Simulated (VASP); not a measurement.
Calculation: PBE GGA, VASP's PBE PAW potentials (set 64) (plane waves; VASP).

VASP ran on this input.

### INCAR
```
ALGO = Normal
EDIFF = 1E-7
ENCUT = 400
GGA = PE
ICHARG = 11
ISMEAR = 0
LASPH = .TRUE.
LCHARG = .FALSE.
LMAXMIX = 4
LORBIT = 11
LREAL = .FALSE.
LWAVE = .FALSE.
NELM = 100
PREC = Accurate
SIGMA = 0.05
SYSTEM = Bi2Te3
```

**POSCAR**
```
Bi2Te3
1
   10.7107845712    -2.2211024927     0.0402644908
   10.7107845712     2.2211024927     0.0402644908
   10.2358408174     0.0000000000     3.8578974950
Bi Te
2 3
Direct
  0.3975819003   0.3975819003   0.3975819003
  0.6024180997   0.6024180997   0.6024180997
  0.0000000000   0.0000000000   0.0000000000
  0.2149949670   0.2149949670   0.2149949670
  0.7850050330   0.7850050330   0.7850050330
```

**KPOINTS**
```
k-points along high-symmetry lines
12
Line-mode
Reciprocal
  0.000000   0.000000   0.000000 ! GAMMA
 -0.500000  -0.500000  -0.500000 ! T

 -0.500000  -0.500000  -0.500000 ! T
 -0.176985  -0.823015  -0.500000 ! H_2

  0.176985  -0.500000  -0.176985 ! H_0
 -0.000000  -0.500000  -0.000000 ! L

 -0.000000  -0.500000  -0.000000 ! L
  0.000000   0.000000   0.000000 ! GAMMA

  0.000000   0.000000   0.000000 ! GAMMA
  0.338492  -0.338492   0.000000 ! S_0

 -0.000000  -0.661508  -0.338492 ! S_2
  0.000000  -0.500000  -0.500000 ! F

  0.000000  -0.500000  -0.500000 ! F
  0.000000   0.000000   0.000000 ! GAMMA
```

POTCAR, in this order: Bi_d Te (PBE.64 set). Program: vasp_std. Read from the step before: CHGCAR.

Output

File OSZICAR:
```
       N       E                     dE             d eps       ncg     rms          rms(c)
DAV:   1     0.399008319255E+03    0.39901E+03   -0.19336E+04  4784   0.135E+03
DAV:   2     0.250777508508E+02   -0.37393E+03   -0.36574E+03  5336   0.364E+02
DAV:   3    -0.133559479583E+02   -0.38434E+02   -0.36702E+02  6016   0.135E+02
DAV:   4    -0.150502894243E+02   -0.16943E+01   -0.16730E+01  5544   0.292E+01
DAV:   5    -0.151325769013E+02   -0.82287E-01   -0.81973E-01  6728   0.606E+00
DAV:   6    -0.151340974917E+02   -0.15206E-02   -0.15196E-02  6296   0.775E-01
DAV:   7    -0.151341455917E+02   -0.48100E-04   -0.48047E-04  6608   0.119E-01
DAV:   8    -0.151341476065E+02   -0.20149E-05   -0.20147E-05  6556   0.177E-02
DAV:   9    -0.151341476550E+02   -0.48446E-07   -0.48437E-07  4580   0.296E-03
   1 F= -.15134148E+02 E0= -.15134148E+02  d E =-.104063E-12
```

**OUTCAR**
```
 val. band max:        5.1577790650   @ k =   0.0000   0.0000   0.0000

 cond. band min:       5.6499498527   @ k =   0.0000   0.0000   0.0000



 k-point     1 :       0.0000    0.0000    0.0000
  band No.  band energies     occupation
      1     -17.8065      2.00000
      2     -17.8065      2.00000
      3     -17.8053      2.00000
      4     -17.8053      2.00000
      5     -17.8011      2.00000
      6     -17.7999      2.00000
      7     -17.7970      2.00000
      8     -17.7970      2.00000
      9     -17.7957      2.00000
     10     -17.7957      2.00000
     11      -7.6749      2.00000
     12      -7.1067      2.00000
     13      -5.6547      2.00000
     14      -3.5962      2.00000
     15      -2.9142      2.00000
     16       3.2983      2.00000
     17       3.3810      2.00000
     18       3.7061      2.00000
     19       3.7062      2.00000
     20       3.8461      2.00000
     21       3.8461      2.00000
     22       4.5294      2.00000
     23       4.5294      2.00000
     24       5.1578      2.00000
     25       5.6499      0.00000
     26       6.2096      0.00000
     27       6.2096      0.00000
     28       7.1994      0.00000

 k-point     2 :      -0.0455   -0.0455   -0.0455
  band No.  band energies     occupation
      1     -17.8065      2.00000
      2     -17.8065      2.00000
      3     -17.8053      2.00000
      4     -17.8053      2.00000
      5     -17.8011      2.00000
      6     -17.7999      2.00000
      7     -17.7970      2.00000
      8     -17.7970      2.00000
      9     -17.7957      2.00000
     10     -17.7957      2.00000
     11      -7.6739      2.00000
     12      -7.1093      2.00000
     13      -5.6505      2.00000
     14      -3.6081      2.00000
     15      -2.9042      2.00000
     16       3.2614      2.00000
     17       3.4185      2.00000
     18       3.7045      2.00000
     19       3.7045      2.00000
     20       3.8490      2.00000
     21       3.8490      2.00000
...
```

The density is held fixed in this step, so its total energy and stress have no physical meaning. Without a dispersion term in the relaxation, distances and binding between the weakly bound layers, chains or molecules are unreliable, and so is what depends on them. Unless said otherwise, spin-orbit coupling is left out, though it shifts the bands of the heavy elements here.

The compound is Bi2Te3 in the tetradymite structure. It was relaxed first, which changed the volume by +8 %.
